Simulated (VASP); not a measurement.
These are PBEsol GGA, VASP's PBE PAW potentials (set 64) (plane waves; VASP 6.6.1) values and carry that method's errors.

VASP input:

### KPOINTS
```
Automatic mesh
0
Gamma
13 13 11
0 0 0
```

INCAR:
```
SYSTEM=TaN
PREC=Accurate; ENCUT=650; LREAL=.FALSE.
LASPH=.TRUE.
EDIFF=1E-7; NELM=100; ALGO=Normal
LMAXMIX=6
ISMEAR=1; SIGMA=0.1
GGA=PS
IBRION=6; NSW=1; ISIF=3
POTIM=0.015; NFREE=2
LWAVE=.FALSE.; LCHARG=.FALSE.
```

POSCAR:
```
TaN
5.8522630
  0.4999999593   0.0000000000   0.0000000000
 -0.2499999796   0.4330127280   0.0000000000
  0.0000000000   0.0000000000   0.4909706120
N Ta
1 1
Cartesian
  0.0000000000   0.0000000000   0.0000000000
 -0.0000002500   0.2886752963   0.2454853060
```

POTCAR, in this order: N Ta_pv (PBE.64 set). Program: vasp_std.

Output

File OSZICAR:
```
...
DAV:   3    -0.238060383757E+02    0.11007E-01   -0.14082E-02 15152   0.150E+00    0.149E-01
DAV:   4    -0.238061352466E+02   -0.96871E-04   -0.11103E-03 13112   0.392E-01    0.156E-01
DAV:   5    -0.238061349020E+02    0.34458E-06   -0.94847E-06 15540   0.315E-02    0.109E-01
DAV:   6    -0.238061310824E+02    0.38196E-05   -0.11856E-05 14504   0.521E-02    0.688E-02
DAV:   7    -0.238061311438E+02   -0.61425E-07   -0.10247E-06 12956   0.129E-02    0.387E-02
DAV:   8    -0.238061310484E+02    0.95426E-07   -0.48320E-08  6440   0.277E-03
  13 F= -.23806131E+02 E0= -.23806152E+02  d E =0.619379E-04
       N       E                     dE             d eps       ncg     rms          rms(c)
DAV:   1    -0.238174397110E+02   -0.11309E-01   -0.13329E+00 12292   0.111E+01    0.509E-01
DAV:   2    -0.238129498461E+02    0.44899E-02   -0.18162E-02 15732   0.152E+00    0.301E-01
DAV:   3    -0.238085389302E+02    0.44109E-02   -0.37126E-03 15328   0.786E-01    0.357E-02
DAV:   4    -0.238084538900E+02    0.85040E-04   -0.47223E-04 14696   0.236E-01    0.192E-02
DAV:   5    -0.238084342197E+02    0.19670E-04   -0.14250E-05 15148   0.404E-02    0.719E-03
DAV:   6    -0.238084278923E+02    0.63274E-05   -0.41485E-06 14532   0.189E-02    0.208E-03
DAV:   7    -0.238084275455E+02    0.34684E-06   -0.41569E-07 12140   0.608E-03    0.102E-03
DAV:   8    -0.238084273566E+02    0.18889E-06   -0.31415E-09  6572   0.678E-04    0.404E-04
DAV:   9    -0.238084273325E+02    0.24070E-07   -0.14798E-09  6392   0.466E-04
  14 F= -.23808427E+02 E0= -.23808450E+02  d E =0.671956E-04
       N       E                     dE             d eps       ncg     rms          rms(c)
DAV:   1    -0.238086817306E+02   -0.25437E-03   -0.17683E+00 12536   0.903E+00    0.407E-01
DAV:   2    -0.238088070385E+02   -0.12531E-03   -0.13255E-02 14976   0.101E+00    0.205E-01
DAV:   3    -0.238084198700E+02    0.38717E-03   -0.10423E-03 14272   0.324E-01    0.488E-02
DAV:   4    -0.238084310557E+02   -0.11186E-04   -0.17274E-04 14356   0.119E-01    0.315E-02
DAV:   5    -0.238084290589E+02    0.19968E-05   -0.20257E-06 14324   0.179E-02    0.178E-02
DAV:   6    -0.238084278907E+02    0.11683E-05   -0.21948E-06 14584   0.165E-02    0.106E-03
DAV:   7    -0.238084279297E+02   -0.39079E-07   -0.42660E-07 11724   0.603E-03
  15 F= -.23808428E+02 E0= -.23808450E+02  d E =0.672215E-04
       N       E                     dE             d eps       ncg     rms          rms(c)
DAV:   1    -0.238117005864E+02   -0.32727E-02   -0.17381E+00  4704   0.102E+01    0.279E-01
DAV:   2    -0.238111806330E+02    0.51995E-03   -0.14048E-02  5968   0.107E+00    0.154E-01
DAV:   3    -0.238093765472E+02    0.18041E-02   -0.52937E-04  5232   0.232E-01    0.435E-02
DAV:   4    -0.238088079148E+02    0.56863E-03   -0.11046E-04  5896   0.967E-02    0.181E-02
DAV:   5    -0.238085493396E+02    0.25858E-03   -0.90188E-06  5332   0.311E-02    0.720E-03
DAV:   6    -0.238083679973E+02    0.18134E-03   -0.32721E-06  5716   0.178E-02    0.153E-03
DAV:   7    -0.238083358829E+02    0.32114E-04   -0.56191E-07  4692   0.681E-03    0.642E-04
DAV:   8    -0.238083187771E+02    0.17106E-04   -0.14706E-08  2488   0.141E-03    0.289E-04
DAV:   9    -0.238083150294E+02    0.37477E-05   -0.45006E-09  2404   0.684E-04    0.608E-05
DAV:  10    -0.238083145717E+02    0.45767E-06   -0.69021E-10  2404   0.284E-04    0.197E-05
DAV:  11    -0.238083143576E+02    0.21410E-06   -0.11330E-10  2368   0.109E-04    0.967E-06
DAV:  12    -0.238083143415E+02    0.16097E-07   -0.28397E-11  2376   0.542E-05
  16 F= -.23808314E+02 E0= -.23808336E+02  d E =0.643955E-04
       N       E                     dE             d eps       ncg     rms          rms(c)
DAV:   1    -0.238084632503E+02   -0.14889E-03   -0.22843E+00  4940   0.957E+00    0.420E-01
DAV:   2    -0.238088124814E+02   -0.34923E-03   -0.19893E-02  5660   0.117E+00    0.222E-01
DAV:   3    -0.238083129600E+02    0.49952E-03   -0.13670E-03  5380   0.355E-01    0.600E-02
DAV:   4    -0.238083179979E+02   -0.50379E-05   -0.18920E-04  5592   0.130E-01    0.344E-02
DAV:   5    -0.238083153242E+02    0.26737E-05   -0.43588E-06  5488   0.264E-02    0.175E-02
DAV:   6    -0.238083143283E+02    0.99587E-06   -0.19246E-06  5516   0.157E-02    0.199E-03
DAV:   7    -0.238083143282E+02    0.11869E-09   -0.37430E-07  5220   0.591E-03
  17 F= -.23808314E+02 E0= -.23808336E+02  d E =0.644231E-04
       N       E                     dE             d eps       ncg     rms          rms(c)
DAV:   1    -0.238032140311E+02    0.51003E-02   -0.14748E+00 12240   0.134E+01    0.287E-01
DAV:   2    -0.238086381618E+02   -0.54241E-02   -0.64411E-02 13076   0.284E+00    0.156E-01
DAV:   3    -0.238085112565E+02    0.12691E-03   -0.42238E-04 15184   0.243E-01    0.857E-02
DAV:   4    -0.238084295272E+02    0.81729E-04   -0.16715E-04 13728   0.127E-01    0.671E-03
DAV:   5    -0.238084292541E+02    0.27308E-06   -0.30304E-05 14564   0.491E-02    0.473E-03
DAV:   6    -0.238084283598E+02    0.89430E-06   -0.14412E-06 15204   0.130E-02    0.147E-03
DAV:   7    -0.238084281625E+02    0.19730E-06   -0.19843E-07 12600   0.466E-03    0.624E-04
DAV:   8    -0.238084280040E+02    0.15849E-06   -0.24596E-08  6592   0.180E-03    0.940E-05
DAV:   9    -0.238084279721E+02    0.31910E-07   -0.53234E-09  6432   0.776E-04
  18 F= -.23808428E+02 E0= -.23808450E+02  d E =0.671943E-04
       N       E                     dE             d eps       ncg     rms          rms(c)
DAV:   1    -0.238000649404E+02    0.83631E-02   -0.12743E+00 12612   0.119E+01    0.404E-01
DAV:   2    -0.238084976651E+02   -0.84327E-02   -0.10209E-01 12852   0.308E+00    0.215E-01
DAV:   3    -0.238084407264E+02    0.56939E-04   -0.65606E-04 15072   0.271E-01    0.104E-01
DAV:   4    -0.238084280471E+02    0.12679E-04   -0.62045E-05 13636   0.855E-02    0.158E-02
DAV:   5    -0.238084274369E+02    0.61014E-06   -0.46244E-06 14724   0.268E-02    0.584E-03
DAV:   6    -0.238084273650E+02    0.71948E-07   -0.56323E-07 14180   0.860E-03
  19 F= -.23808427E+02 E0= -.23808450E+02  d E =0.672024E-04
       N       E                     dE             d eps       ncg     rms          rms(c)
DAV:   1    -0.237954229049E+02    0.13005E-01   -0.12741E+00  4708   0.135E+01    0.285E-01
DAV:   2    -0.238062789550E+02   -0.10856E-01   -0.10337E-01  4792   0.351E+00    0.157E-01
DAV:   3    -0.238070467976E+02   -0.76784E-03   -0.58865E-04  5924   0.280E-01    0.857E-02
DAV:   4    -0.238080344171E+02   -0.98762E-03   -0.11554E-04  5112   0.127E-01    0.115E-02
DAV:   5    -0.238081945220E+02   -0.16010E-03   -0.14259E-05  5532   0.435E-02    0.533E-03
DAV:   6    -0.238082786133E+02   -0.84091E-04   -0.17769E-06  5468   0.158E-02    0.162E-03
DAV:   7    -0.238083014965E+02   -0.22883E-04   -0.28899E-07  5340   0.571E-03    0.625E-04
DAV:   8    -0.238083110264E+02   -0.95300E-05   -0.19937E-08  2480   0.168E-03    0.156E-04
DAV:   9    -0.238083137088E+02   -0.26823E-05   -0.34521E-09  2508   0.748E-04    0.438E-05
DAV:  10    -0.238083140297E+02   -0.32096E-06   -0.43658E-10  2412   0.249E-04    0.148E-05
DAV:  11    -0.238083140942E+02   -0.64463E-07   -0.80971E-11  2444   0.104E-04
  20 F= -.23808314E+02 E0= -.23808336E+02  d E =0.643950E-04
       N       E                     dE             d eps       ncg     rms          rms(c)
DAV:   1    -0.237969034661E+02    0.11411E-01   -0.16532E+00  5160   0.124E+01    0.425E-01
DAV:   2    -0.238083455457E+02   -0.11442E-01   -0.12590E-01  5148   0.316E+00    0.220E-01
DAV:   3    -0.238083187645E+02    0.26781E-04   -0.75465E-04  5772   0.302E-01    0.111E-01
DAV:   4    -0.238083146830E+02    0.40815E-05   -0.91123E-05  5496   0.972E-02    0.173E-02
DAV:   5    -0.238083141182E+02    0.56481E-06   -0.13704E-05  5484   0.378E-02    0.620E-03
DAV:   6    -0.238083141177E+02    0.52569E-09   -0.71187E-07  5412   0.848E-03
  21 F= -.23808314E+02 E0= -.23808336E+02  d E =0.644070E-04
```

OUTCAR:
```
------------------------ aborting loop because EDIFF is reached ----------------------------------------
  FORCE on cell =-STRESS in cart. coord.  units (eV):
  Direction    XX          YY          ZZ          XY          YZ          ZX
  --------------------------------------------------------------------------------------
  Total       -0.0151562     -0.0151562     -0.0123966     -0.0000000     -0.0000000     -0.0000000
  in kB       -1.1397344     -1.1397347     -0.9322149     -0.0000000     -0.0000000     -0.0000000
  external PRESSURE =      -1.0705613 kB  Pullay stress =       0.0000000 kB
  volume of cell :       21.31
      direct lattice vectors                 reciprocal lattice vectors
     2.926131262  0.000000000  0.000000000     0.341748169  0.197308369  0.000000000
    -1.463065631  2.534104367  0.000000000     0.000000000  0.394616738  0.000000000
     0.000000000  0.000000000  2.873289147     0.000000000  0.000000000  0.348033194
 POSITION                                       TOTAL-FORCE (eV/Angst)
 -----------------------------------------------------------------------------------
      0.00000      0.00000      0.00000         0.000000      0.000000     -0.218667
     -0.00000      1.68940      1.42164        -0.000000     -0.000000      0.218667
 -----------------------------------------------------------------------------------
    total drift:                                0.000287     -0.000161      0.000678
  FREE ENERGIE OF THE ION-ELECTRON SYSTEM (eV)
  ---------------------------------------------------
  free  energy   TOTEN  =       -23.8083141177 eV

  energy  without entropy=      -23.8083785247  energy(sigma->0) =      -23.80833559

   1 f  =   16.570238 THz   104.113879 2PiTHz  552.723658 cm-1    68.528969 meV
             X         Y         Z           dx          dy          dz
      0.000000  0.000000  0.000000    -0.000000    0.000000    0.963445
     -0.000001  1.689404  1.436645     0.000000    0.000000   -0.267905

   2 f  =   15.980900 THz   100.410953 2PiTHz  533.065430 cm-1    66.091660 meV
             X         Y         Z           dx          dy          dz
      0.000000  0.000000  0.000000     0.000067    0.963448    0.000000
     -0.000001  1.689404  1.436645    -0.000019   -0.267894    0.000000

   3 f  =   15.980897 THz   100.410939 2PiTHz  533.065354 cm-1    66.091651 meV
             X         Y         Z           dx          dy          dz
      0.000000  0.000000  0.000000    -0.963448    0.000067   -0.000000
     -0.000001  1.689404  1.436645     0.267894   -0.000019    0.000000

   4 f/i=    0.001458 THz     0.009161 2PiTHz    0.048637 cm-1     0.006030 meV
             X         Y         Z           dx          dy          dz
      0.000000  0.000000  0.000000     0.000000    0.000000   -0.267905
     -0.000001  1.689404  1.436645    -0.000000    0.000000   -0.963445

   5 f/i=    0.001598 THz     0.010042 2PiTHz    0.053311 cm-1     0.006610 meV
             X         Y         Z           dx          dy          dz
      0.000000  0.000000  0.000000     0.267889    0.001573   -0.000000
     -0.000001  1.689404  1.436645     0.963432    0.005656    0.000000

   6 f/i=    0.001598 THz     0.010042 2PiTHz    0.053311 cm-1     0.006610 meV
             X         Y         Z           dx          dy          dz
      0.000000  0.000000  0.000000     0.001573   -0.267889   -0.000000
     -0.000001  1.689404  1.436645     0.005656   -0.963432    0.000000

 ELASTIC MODULI CONTR FROM IONIC RELAXATION (kBar)
 Direction    XX          YY          ZZ          XY          YZ          ZX
 --------------------------------------------------------------------------------
 XX         -26.1698     26.1698      0.0000     -0.0000     -0.0000     -0.0000
 YY          26.1698    -26.1698      0.0000     -0.0000      0.0000      0.0000
 ZZ           0.0000      0.0000     -0.0000      0.0000      0.0000      0.0000
 XY          -0.0000     -0.0000      0.0000    -26.1698     -0.0000     -0.0000
 YZ          -0.0000      0.0000      0.0000     -0.0000     -0.0000     -0.0000
 ZX          -0.0000      0.0000      0.0000     -0.0000     -0.0000     -0.0000
 --------------------------------------------------------------------------------

 TOTAL ELASTIC MODULI (kBar)
 Direction    XX          YY          ZZ          XY          YZ          ZX
 --------------------------------------------------------------------------------
 XX        6663.1765   2212.3171   1643.4631      0.0000     -0.0000     -0.0000
 YY        2212.3171   6663.1803   1643.4635      0.0000      0.0000      0.0000
 ZZ        1643.4631   1643.4635   8536.0580      0.0000      0.0000      0.0000
 XY           0.0000      0.0000      0.0000   2225.4307      0.0000     -0.0000
 YZ          -0.0000      0.0000      0.0000      0.0000   2540.0676      0.0000
 ZX           0.0000     -0.0000      0.0000     -0.0000      0.0000   2540.0660
 --------------------------------------------------------------------------------
```
(Selected blocks of OUTCAR.)

Finite-difference elastic constants of metals are sensitive to mesh and smearing; shear constants can be off by tens of GPa.

The structure comes from a measured TaN entry (P-6m2) of the Crystallography Open Database, whose conditions weren't checked. It was relaxed first.
